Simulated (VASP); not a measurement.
**Ba2Tl5V3O12: relaxation of cell and atoms with LDA**

Crystal: Ba2Tl5V3O12.

```
Ba V Tl O
1.0
     9.93665    0.00000    0.00000
     0.00000    9.93665    0.00000
     0.00000    0.00000    6.65552
Ba V Tl O
2 3 5 12
Cartesian
  0.0000 4.9683 0.0000
  4.9683 0.0000 0.0000
  4.9683 4.9683 0.0000
  4.9683 0.0000 3.3278
  0.0000 4.9683 3.3278
  0.0000 0.0000 3.3278
  6.6895 3.2472 3.0625
  3.2472 6.6895 3.0625
  6.6895 6.6895 3.5930
  3.2472 3.2472 3.5930
  3.9596 5.9771 0.9752
  5.9771 3.9596 0.9752
  5.9771 5.9771 5.6804
  3.9596 3.9596 5.6804
  5.9579 0.9015 2.2349
  3.9787 0.9015 4.4207
  5.9579 9.0352 4.4207
  3.9787 9.0352 2.2349
  0.9015 5.9579 2.2349
  0.9015 3.9787 4.4207
  9.0352 5.9579 4.4207
  9.0352 3.9787 2.2349
```

The cell was built by a generator and needn't be a form met in nature.

```json
{
 "Program": "VASP 6.6.1",
 "Task": "relaxation of cell and atoms",
 "Functional": "LDA",
 "Potentials or basis": "VASP PAW LDA potentials, release 64 (Ba_sv, V_sv, Tl_d, O)",
 "Cutoff": "600 eV",
 "k mesh": "3 × 3 × 4",
 "Occupations": "fermi-dirac, width 0.05 eV",
 "Spin": "collinear spin, ferromagnetic start",
 "Starting moments": "[0.0, 0.0, 2.0, 2.0, 2.0, 0.0, 0.0, 0.0, 0.0, 0.0, 0.0, 0.0, 0.0, 0.0, 0.0, 0.0, 0.0, 0.0, 0.0, 0.0, 0.0, 0.0] μB",
 "Further INCAR settings": "ALGO = Normal; EDIFF = 1e-07; IBRION = 2; EDIFFG = -0.01; NSW = 40; ISIF = 3"
}
```

```
Relaxed volume                                        : 25.70 Å³/atom
Relaxed cell                                          : a = 9.253 Å, b = 9.253 Å, c = 6.602 Å, α = 90.00°, β = 90.00°, γ = 90.00°
Space group after relaxing (to 0.05 Å)                : P-42m (No. 111)
Energy gained by relaxing                             : 34.4 meV/atom
Ionic steps                                           : 23
Pressure after relaxing                               : 0.0 GPa
Largest force after relaxing                          : 0.008 eV/Å
Band gap on the k mesh                                : 0.61 eV, indirect (least direct gap 0.75 eV)
Net moment                                            : 0.00 μB per cell
Valence electrons inside the program's atomic spheres : Ba 7.90; V 12.20, 12.29; Tl 11.02, 11.20; O 4.96, 4.98
```

Forces on the atoms (eV/Å):
```
Ba   0.000  0.000  0.000
Ba   0.000  0.000  0.000
V    0.000  0.000  0.000
V    0.000  0.000  0.000
V    0.000  0.000  0.000
Tl   0.000  0.000  0.000
Tl   0.000  0.000  0.003
Tl   0.000  0.000  0.003
Tl   0.000  0.000 -0.003
Tl   0.000  0.000 -0.003
O   -0.006  0.006  0.000
O    0.006 -0.006  0.000
O    0.006  0.006  0.000
O   -0.006 -0.006  0.000
O    0.003 -0.005 -0.002
O   -0.003 -0.005  0.002
O    0.003  0.005  0.002
O   -0.003  0.005 -0.002
O   -0.005  0.003 -0.002
O   -0.005 -0.003  0.002
O    0.005  0.003  0.002
O    0.005 -0.003 -0.002
```

The path:
```
step  energy change (eV)  largest force (eV/Å)  pressure (GPa)  volume (Å³)
   1              0.0000                0.4780           -2.92       657.15
   2              0.0586                2.1679            2.95       606.69
   3             -0.2739                0.7490           -0.38       632.28
   4             -0.4679                0.2432           -0.18       613.81
   5             -0.4856                0.4139           -0.05       606.45
   6             -0.5821                0.3515           -0.24       597.59
   7             -0.5983                0.5989           -0.32       592.30
   8             -0.6636                0.3099           -0.05       584.05
   9             -0.6740                0.2606            0.13       579.08
  10             -0.7028                0.2187           -0.21       577.09
  11             -0.7160                0.4596           -0.68       574.37
  12             -0.7328                0.3464           -0.51       571.47
  13             -0.7515                0.0928            0.00       562.84
  14             -0.7518                0.0929           -0.06       563.79
  15             -0.7531                0.0729           -0.03       563.78
  16             -0.7552                0.0440            0.08       563.74
  17             -0.7553                0.0468            0.11       563.73
  18             -0.7560                0.0417            0.01       564.48
  19             -0.7561                0.0464           -0.02       564.67
  20             -0.7566                0.0228           -0.01       564.91
  21             -0.7568                0.0216            0.01       565.13
  22             -0.7568                0.0235            0.01       565.15
  23             -0.7569                0.0082           -0.03       565.31
```

Final structure:
```
Ba V Tl O
1.0
     9.25313    0.00000    0.00000
     0.00000    9.25313    0.00000
     0.00000    0.00000    6.60250
Ba V Tl O
2 3 5 12
Direct
  0.00000 0.50000 0.00000
  0.50000 0.00000 0.00000
  0.50000 0.50000 0.00000
  0.50000 0.00000 0.50000
  0.00000 0.50000 0.50000
  0.00000 0.00000 0.50000
  0.66871 0.33129 0.46859
  0.33129 0.66871 0.46859
  0.66871 0.66871 0.53141
  0.33129 0.33129 0.53141
  0.39182 0.60818 0.14582
  0.60818 0.39182 0.14582
  0.60818 0.60818 0.85418
  0.39182 0.39182 0.85418
  0.60733 0.09458 0.33614
  0.39267 0.09458 0.66386
  0.60733 0.90542 0.66386
  0.39267 0.90542 0.33614
  0.09458 0.60733 0.33614
  0.09458 0.39267 0.66386
  0.90542 0.60733 0.66386
  0.90542 0.39267 0.33614
```

Levels at points of the mesh, in eV from the valence-band top:
Spin up:
| k point | band 95 | band 96 | band 97 | band 98 | band 99 | band 100 | band 101 | band 102 |
| --- | --- | --- | --- | --- | --- | --- | --- | --- |
| (0.00, 0.00, 0.00) | -0.56 | -0.31 | -0.31 | -0.07 | 1.13 | 1.23 | 1.23 | 1.90 |
| (0.00, 0.00, 0.50) | -0.70 | -0.40 | -0.40 | -0.26 | 0.63 | 1.29 | 1.29 | 1.92 |
Spin down:
| k point | band 95 | band 96 | band 97 | band 98 | band 99 | band 100 | band 101 | band 102 |
| --- | --- | --- | --- | --- | --- | --- | --- | --- |
| (0.00, 0.00, 0.00) | -0.56 | -0.31 | -0.31 | -0.07 | 1.13 | 1.23 | 1.23 | 1.90 |
| (0.00, 0.00, 0.50) | -0.70 | -0.40 | -0.40 | -0.26 | 0.63 | 1.29 | 1.29 | 1.92 |

It took 2.5 h on 4 MPI ranks on AMD EPYC 9R45 96-Core Processor (Zen 5), on a shared host, peak memory 1.5 GiB a rank.

Caveat: spin-orbit coupling is left out, which as a rule narrows the gap of such compounds by several tenths of an eV; an odd mesh through Γ misses points on the zone boundary, where band edges often lie.
